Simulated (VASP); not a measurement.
All values below come from PBEsol GGA, VASP's PBE PAW potentials (set 64) (plane waves; VASP).

Input for VASP

KPOINTS:
```
Automatic mesh
0
Gamma
12 12 12
0 0 0
```

### INCAR
```
ENCUT = 480
NELM = 100   # most electronic steps
LMAXMIX = 4   # l cut-off of mixed one-centre charges
GGA = PS
ISMEAR = 1   # Methfessel-Paxton
ALGO = Normal
LREAL = .FALSE.   # projection in real space or not
SIGMA = 0.1
LCHARG = .FALSE.
SYSTEM = CuZn
LWAVE = .FALSE.
EDIFF = 1E-7
LASPH = .TRUE.
PREC = Accurate
ISIF = 2
```

POSCAR:
```
CuZn
2.9069130
  0.9999999938   0.0000000000   0.0000000000
  0.0000000000   0.9999999938   0.0000000000
  0.0000000000   0.0000000000   0.9999999938
Zn Cu
1 1
Cart
  0.4999999969   0.4999999969   0.4999999969
  0.0000000000   0.0000000000  -0.0258005657
```

POTCAR, in this order: Zn Cu (PBE.64 set). Program: vasp_std.

Output of the run:

### OSZICAR
```
       N       E                     dE             d eps       ncg     rms          rms(c)
DAV:   1     0.106479907191E+03    0.10648E+03   -0.10993E+04  6120   0.243E+03
DAV:   2    -0.454677436646E+01   -0.11103E+03   -0.10802E+03  5894   0.321E+02
DAV:   3    -0.740772830911E+01   -0.28610E+01   -0.28505E+01  7154   0.705E+01
DAV:   4    -0.742655777118E+01   -0.18829E-01   -0.18828E-01  7133   0.507E+00
DAV:   5    -0.742680063317E+01   -0.24286E-03   -0.24286E-03  7613   0.603E-01    0.106E+01
DAV:   6    -0.717795113625E+01    0.24885E+00   -0.20678E+01  6428   0.122E+02    0.651E+00
DAV:   7    -0.608019722202E+01    0.10978E+01   -0.45590E+00  6250   0.128E+02    0.242E+00
DAV:   8    -0.608577577828E+01   -0.55786E-02   -0.26699E-01  7902   0.732E+00    0.140E+00
DAV:   9    -0.607436531004E+01    0.11410E-01   -0.21822E-02  7370   0.386E+00    0.775E-02
DAV:  10    -0.607433753023E+01    0.27780E-04   -0.56925E-04  7182   0.338E-01    0.244E-02
DAV:  11    -0.607434127335E+01   -0.37431E-05   -0.10871E-05  7243   0.364E-02    0.111E-02
DAV:  12    -0.607434099093E+01    0.28241E-06   -0.59879E-07  8264   0.160E-02    0.338E-03
DAV:  13    -0.607434080503E+01    0.18590E-06   -0.23531E-07  4899   0.126E-02    0.851E-04
DAV:  14    -0.607434076314E+01    0.41889E-07   -0.69817E-08  3766   0.752E-03
   1 F= -.60743408E+01 E0= -.60744176E+01  d E =0.230442E-03
```

OUTCAR:
```
------------------------ aborting loop because EDIFF is reached ----------------------------------------
  FORCE on cell =-STRESS in cart. coord.  units (eV):
  Direction    XX          YY          ZZ          XY          YZ          ZX
  --------------------------------------------------------------------------------------
  Total        0.2125023      0.2125023      0.1498307      0.0000000      0.0000000      0.0000000
  in kB       13.8604784     13.8604784      9.7727149      0.0000000      0.0000000      0.0000000
  external PRESSURE =      12.4978906 kB  Pullay stress =       0.0000000 kB
  volume of cell :       24.56
      direct lattice vectors                 reciprocal lattice vectors
     2.906912982  0.000000000  0.000000000     0.344007546  0.000000000  0.000000000
     0.000000000  2.906912982  0.000000000     0.000000000  0.344007546  0.000000000
     0.000000000  0.000000000  2.906912982     0.000000000  0.000000000  0.344007546
 POSITION                                       TOTAL-FORCE (eV/Angst)
 -----------------------------------------------------------------------------------
      1.45346      1.45346      1.45346         0.000000     -0.000000     -0.388886
      0.00000      0.00000      2.83191        -0.000000      0.000000      0.388886
 -----------------------------------------------------------------------------------
    total drift:                                0.000000      0.000000     -0.000317
  FREE ENERGIE OF THE ION-ELECTRON SYSTEM (eV)
  ---------------------------------------------------
  free  energy   TOTEN  =        -6.0743407631 eV

  energy  without entropy=       -6.0745712047  energy(sigma->0) =       -6.07441758
```
(Selected blocks of OUTCAR.)

The compound is CuZn in the CsCl type structure. This cell was strained or had an atom moved on purpose. The electron count is odd and the run is not spin-polarised, which forces a metal.
